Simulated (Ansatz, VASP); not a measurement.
**Cross-check of BaTiO3 between VASP and Ansatz**

Wanted: the spread between two codes on one cell, functional and k mesh.

Main program and level: Ansatz 0.2.0; plane waves, with VASP 6.6.1 beside it; band structure at r2SCAN.

## 1. The starting structure

Symmetry: R3m, No. 160, trigonal system. Conventional cell: a = 5.655 Å, b = 5.655 Å, c = 6.955 Å, α = 90.00°, β = 90.00°, γ = 120.00°. Nearest to Ba lie 12 O at 2.79 to 2.89 Å. Ti has 6 O at 1.87 to 2.14 Å nearest. Nearest to O lie 2 Ti at 1.87 to 2.14 Å and 4 Ba at 2.79 to 2.89 Å. Farther neighbours and most contacts between anions are not listed.

As a file:

```xyz
5
Lattice="2.8274 1.6324 2.3184 -2.8274 1.6324 2.3184 0.0000 -3.2648 2.3184" Properties=species:S:1:pos:R:3 pbc="T T T"
Ba    0.0000    0.0000    0.0000
Ti    0.0000    0.0000    3.3698
O     0.0000    1.6033    2.3988
O    -1.3885   -0.8017    2.3988
O     1.3885   -0.8017    2.3988
```

## 2. VASP: band structure, r2SCAN

Levels along a path test the potential and the projectors away from the mesh points.

Lines of VASP's logs that name or quote its potential files are left out, and so is its time.

The input, INCAR:

```
SYSTEM = BaTiO3
PREC = Accurate
ENCUT = 440
EDIFF = 1E-08
NELM = 100
ISMEAR = 0
SIGMA = 0.01
LREAL = .FALSE.
ALGO = Normal
METAGGA = R2SCAN
LASPH = .TRUE.
NBANDS = 26
LORBIT = 11
LWAVE = .TRUE.
LCHARG = .FALSE.
KPAR = 8
```

The input, POSCAR:

```
BaTiO3
1.0
    2.8273666084      1.6323808724      2.3183934932
   -2.8273666084      1.6323808724      2.3183934932
    0.0000000000     -3.2647617449      2.3183934932
Ba Ti O
1 1 3
Direct
    0.0000000000      0.0000000000      0.0000000000
    0.4845000000      0.4845000000      0.4845000000
    0.5086000000      0.5086000000      0.0175000000
    0.0175000000      0.5086000000      0.5086000000
    0.5086000000      0.0175000000      0.5086000000
```

The input, KPOINTS:

```
Automatic mesh
0
Gamma
4 4 4
0 0 0
```

The input, KPOINTS_OPT:

```
Line mode
12
Line-mode
Reciprocal
  0.00000000   0.00000000   0.00000000 GAMMA
  0.50000000   0.00000000   0.00000000 L

  0.50000000   0.00000000   0.00000000 L
  0.50000000   0.49717121  -0.49717121 B1

  0.50282879   0.50000000   0.49717121 B
  0.50000000   0.50000000   0.50000000 Z

  0.50000000   0.50000000   0.50000000 Z
  0.00000000   0.00000000   0.00000000 GAMMA

  0.00000000   0.00000000   0.00000000 GAMMA
  0.49858561   0.00000000  -0.49858561 X

  0.50141439   0.49858561   0.00000000 Q
  0.50000000   0.50000000   0.00000000 F

  0.50000000   0.50000000   0.00000000 F
  0.50141439   0.50141439   0.49717121 P1

  0.50141439   0.50141439   0.49717121 P1
  0.50000000   0.50000000   0.50000000 Z

  0.50000000   0.00000000   0.00000000 L
  0.50282879   0.49858561   0.49858561 P
```

PAW data sets: Ba_sv_GW, Ti_sv_GW and O_GW (PBE family, release 64).

Run with:

```sh
> mpirun -np 8 vasp_std
```

Numbers of over 12 decimals in the logs are rounded to 6 here.

What it wrote:

```text
[banner, memory and clock lines left out]
running    8 mpi-ranks, on    1 nodes
 distrk:  each k-point on    1 cores,    8 groups
 distr:  one band on    1 cores,    1 groups

 POSCAR found type information on POSCAR BaTiO
 POSCAR found :  3 types and       5 ions
|                                                                             |
|           W    W    AA    RRRRR   N    N  II  N    N   GGGG   !!!           |
|           W    W   A  A   R    R  NN   N  II  NN   N  G    G  !!!           |
|           W    W  A    A  R    R  N N  N  II  N N  N  G       !!!           |
|           W WW W  AAAAAA  RRRRR   N  N N  II  N  N N  G  GGG   !            |
|           WW  WW  A    A  R   R   N   NN  II  N   NN  G    G                |
|           W    W  A    A  R    R  N    N  II  N    N   GGGG   !!!           |
|                                                                             |
|     For optimal performance we recommend to set                             |
|       NCORE = 2 up to number-of-cores-per-socket                            |
|     NCORE specifies how many cores store one orbital (NPAR=cpu/NCORE).      |
|     This setting can greatly improve the performance of VASP for DFT.       |
|     The default, NCORE=1 might be grossly inefficient on modern             |
|     multi-core architectures or massively parallel machines. Do your        |
|     Unfortunately you need to use the default for GW and RPA                |
|     calculations (for HF NCORE is supported but not extensively tested      |
|     yet).                                                                   |
|                                                                             |

|                                                                             |
|               ----> ADVICE to this user running VASP <----                  |
|                                                                             |
|     You enforced a specific xc type in the INCAR file but a different       |
|     [... a line on the potential file left out ...]
|     I HOPE YOU KNOW WHAT YOU ARE DOING!                                     |
|                                                                             |

 LDA part: xc-table for (None), standard interpolation
 POSCAR, INCAR and KPOINTS ok, starting setup
 FFT: planning ... GRIDC
 FFT: planning ... GRID_SOFT
 FFT: planning ... GRID
 WAVECAR not read
 entering main loop
       N       E                     dE             d eps       ncg     rms          rms(c)
DAV:   1     0.690248155648E+03    0.69025E+03   -0.17602E+04   676   0.156E+03
DAV:   2     0.208507511239E+02   -0.66940E+03   -0.65750E+03  1126   0.822E+02
DAV:   3    -0.100455702386E+03   -0.12131E+03   -0.11859E+03  1126   0.321E+02
DAV:   4    -0.107116201287E+03   -0.66605E+01   -0.66051E+01  1192   0.876E+01
DAV:   5    -0.107496386251E+03   -0.38018E+00   -0.37807E+00  1152   0.204E+01    0.192E+01
DAV:   6    -0.772666249080E+02    0.30230E+02   -0.49362E+01  1248   0.878E+01    0.560E+00
DAV:   7    -0.780209558738E+02   -0.75433E+00   -0.47121E+00  1198   0.261E+01    0.388E+00
DAV:   8    -0.781082459854E+02   -0.87290E-01   -0.70327E-01  1248   0.119E+01    0.141E+00
DAV:   9    -0.780877182370E+02    0.20528E-01   -0.48026E-01  1272   0.830E+00    0.928E-01
DAV:  10    -0.780727362311E+02    0.14982E-01   -0.51645E-02  1200   0.343E+00    0.299E-01
DAV:  11    -0.780743858361E+02   -0.16496E-02   -0.25345E-02  1192   0.233E+00    0.298E-01
DAV:  12    -0.780727167563E+02    0.16691E-02   -0.64235E-03  1192   0.125E+00    0.423E-02
DAV:  13    -0.780728778683E+02   -0.16111E-03   -0.12303E-03  1244   0.436E-01    0.766E-02
DAV:  14    -0.780727913958E+02    0.86472E-04   -0.23311E-04  1224   0.225E-01    0.220E-02
DAV:  15    -0.780727877648E+02    0.36310E-05   -0.63796E-05  1248   0.921E-02    0.744E-03
DAV:  16    -0.780727875540E+02    0.21080E-06   -0.73523E-06  1184   0.424E-02    0.357E-03
DAV:  17    -0.780727869022E+02    0.65180E-06   -0.89828E-07  1230   0.156E-02    0.110E-03
DAV:  18    -0.780727868129E+02    0.89339E-07   -0.12088E-07  1040   0.494E-03    0.114E-03
DAV:  19    -0.780727867172E+02    0.95682E-07   -0.76964E-08   926   0.397E-03    0.246E-04
DAV:  20    -0.780727867281E+02   -0.10887E-07   -0.75973E-09   664   0.186E-03    0.184E-04
DAV:  21    -0.780727867389E+02   -0.10805E-07   -0.43137E-09   728   0.146E-03    0.643E-05
DAV:  22    -0.780727867520E+02   -0.13061E-07   -0.35711E-09   664   0.914E-04    0.266E-05
DAV:  23    -0.780727867500E+02    0.19463E-08   -0.18473E-09   652   0.835E-04
   1 F= -.78072787E+02 E0= -.78072787E+02  d E =-.113957E-11
 Start KPOINTS_OPT (optional k-point list driver)
k-point batch [1-13\108]
       N       E                     dE             ncg
DAV:   1     0.540900551463E+04   -0.10096E+04      676
DAV:   2    -0.305831533806E+04   -0.84673E+04     1068
DAV:   3    -0.457457570331E+04   -0.15163E+04     1160
DAV:   4    -0.471114241785E+04   -0.13657E+03     1200
DAV:   5    -0.472149445945E+04   -0.10352E+02     1176
DAV:   6    -0.472241695894E+04   -0.92250E+00     1256
DAV:   7    -0.472248214445E+04   -0.65186E-01     1168
DAV:   8    -0.472248727935E+04   -0.51349E-02     1240
DAV:   9    -0.472248757737E+04   -0.29802E-03     1168
DAV:  10    -0.472248760071E+04   -0.23331E-04     1256
DAV:  11    -0.472248760233E+04   -0.16282E-05      960
DAV:  12    -0.472248760249E+04   -0.15834E-06      832
DAV:  13    -0.472248760250E+04   -0.11020E-07      744
DAV:  14    -0.472248760251E+04   -0.17708E-08      720
[...]
k-point batch [105-108\108]
       N       E                     dE             ncg
DAV:   1     0.110656551525E+05   -0.40200E+04      208
DAV:   3     0.804467501158E+04   -0.45533E+03      350
DAV:   4     0.801679360995E+04   -0.27881E+02      368
DAV:   5     0.801558708383E+04   -0.12065E+01      360
DAV:   6     0.801550109107E+04   -0.85993E-01      376
DAV:   7     0.801549678417E+04   -0.43069E-02      360
DAV:   8     0.801549641624E+04   -0.36793E-03      352
DAV:   9     0.801549639835E+04   -0.17884E-04      352
DAV:  10     0.801549639659E+04   -0.17614E-05      368
DAV:  11     0.801549639648E+04   -0.11256E-06      312
DAV:  12     0.801549639647E+04   -0.11940E-07      248
DAV:  13     0.801549639647E+04   -0.90404E-09      224
 writing wavefunctions
```

Parts of OUTCAR (step 2):

```text
ion  position               nearest neighbor table
   1  0.000  0.000  0.000-
   2  0.484  0.484  0.484-   4 1.87   5 1.87   3 1.87   5 2.14   4 2.14   3 2.14
   3  0.509  0.509  0.017-   2 1.87   2 2.14
   4  0.017  0.509  0.509-   2 1.87   2 2.14
   5  0.509  0.017  0.509-   2 1.87   2 2.14

  LATTYP: Found a trigonal (rhomboedric) cell.
 ALAT       =     4.0042000000
 COS(alpha) =     0.0028448828

 Subroutine GETGRP returns: Found  6 space group operations
 (whereof  6 operations were pure point group operations)

The static configuration has the point symmetry C_3v.

 Found     13 irreducible k-points:

   k-points           NKPTS =     13   k-points in BZ     NKDIM =     13   number of bands    NBANDS=     26

   dimension x,y,z NGX =    28 NGY =   28 NGZ =   28
   dimension x,y,z NGXF=    56 NGYF=   56 NGZF=   56

   ENCUT  =  440.0 eV  32.34 Ry    5.69 a.u.   6.85  6.85  6.85*2*pi/ulx,y,z

   NELECT =      40.0000    total number of electrons

 k-points in reciprocal lattice and weights: Automatic mesh
   0.00000000  0.00000000  0.00000000       0.016
   0.25000000  0.00000000  0.00000000       0.094
   0.50000000  0.00000000  0.00000000       0.047
   0.25000000  0.25000000  0.00000000       0.094
   0.50000000  0.25000000  0.00000000       0.188
  -0.25000000  0.25000000  0.00000000       0.094
   0.50000000  0.50000000  0.00000000       0.047
   0.25000000  0.25000000  0.25000000       0.031
   0.50000000  0.25000000  0.25000000       0.094
  -0.25000000  0.25000000  0.25000000       0.094
   0.50000000  0.50000000  0.25000000       0.094
  -0.25000000  0.50000000  0.25000000       0.094
   0.50000000  0.50000000  0.50000000       0.016

 average (electrostatic) potential at core
       1 -84.3260       2-103.7207       3 -71.7876       4 -71.7876       5 -71.7876

 E-fermi :   5.0646

 k-point     1 :       0.0000    0.0000    0.0000
  band No.  band energies     occupation
    ...
     16       3.6776      2.00000
     17       3.9069      2.00000
     18       4.5326      2.00000
     19       4.6469      2.00000
     20       4.6469      2.00000
     21       7.8128      0.00000
     22       7.8128      0.00000
     23       7.9494      0.00000
     24       9.8795      0.00000
     25       9.8959      0.00000
    ...

 k-point     2 :       0.2500    0.0000    0.0000
  band No.  band energies     occupation
    ...
     16       3.2828      2.00000
     17       3.6057      2.00000
     18       3.8227      2.00000
     19       4.3869      2.00000
     20       4.4064      2.00000
     21       7.8942      0.00000
     22       8.4838      0.00000
     23       8.5730      0.00000
     24       9.8721      0.00000
     25      10.9998      0.00000
    ...

 k-point     3 :       0.5000    0.0000    0.0000
  band No.  band energies     occupation
    ...
     16       2.9713      2.00000
     17       3.3747      2.00000
     18       3.4327      2.00000
     19       4.0732      2.00000
     20       4.1877      2.00000
     21       7.9575      0.00000
     22       9.1932      0.00000
     23       9.2936      0.00000
     24       9.8441      0.00000
     25      11.6439      0.00000
    ...

  Total       -0.5092405     -0.5092405     -0.5241929      0.0000000      0.0000000      0.0000000
  in kB      -12.7084184    -12.7084184    -13.0815640      0.0000000      0.0000000      0.0000000
  external PRESSURE =     -12.8328002 kB  Pullay stress =       0.0000000 kB

  energy-cutoff  :      440.00
  volume of cell :       64.20
      direct lattice vectors                 reciprocal lattice vectors
     2.827366608  1.632380872  2.318393493     0.176843002  0.102100355  0.143777721
    -2.827366608  1.632380872  2.318393493    -0.176843002  0.102100355  0.143777721
     0.000000000 -3.264761745  2.318393493     0.000000000 -0.204200710  0.143777721

 POSITION                                       TOTAL-FORCE (eV/Angst)
 -----------------------------------------------------------------------------------
      0.00000      0.00000      0.00000         0.000000      0.000000     -0.138687
      0.00000     -0.00000      3.36978         0.000000     -0.000000      0.034387
      0.00000      1.60332      2.39884         0.000000      0.032559      0.034767
     -1.38852     -0.80166      2.39884        -0.028197     -0.016279      0.034767
      1.38852     -0.80166      2.39884         0.028197     -0.016279      0.034767
 -----------------------------------------------------------------------------------
    total drift:                                0.000000     -0.000001      0.000798

  FREE ENERGIE OF THE ION-ELECTRON SYSTEM (eV)
  ---------------------------------------------------
  free  energy   TOTEN  =       -78.0727867500 eV

  energy  without entropy=      -78.0727867500  energy(sigma->0) =      -78.07278675

 total charge
# of ion       s       p       d       f       tot
--------------------------------------------------
    1        1.957   4.614   0.111   0.024   6.707
    2        2.217   6.118   1.413   0.041   9.788
    3        1.553   3.465   0.000   0.000   5.018
    4        1.553   3.465   0.000   0.000   5.018
    5        1.553   3.465   0.000   0.000   5.018
--------------------------------------------------
tot          8.832  21.128   1.524   0.065  31.549

[... 3 further parts left out ...]
```

The run ends at a pressure of -1.28 GPa, with forces up to 0.14 eV/Å.

(Part 1 of 2 ends here.)

[Lines on the potential files, build, host, timing and source positions are cut from VASP's logs without a mark.]

[Logs are printed without paths, hosts, clocks, repeated set-up lines and the standing remarks that a program may print on its own settings, such as how far it seeks lower states.]

[Hosts, paths, dates, database ids (printed as entryN), source tags and the programs' standing remarks are cut or masked in the printed files.]
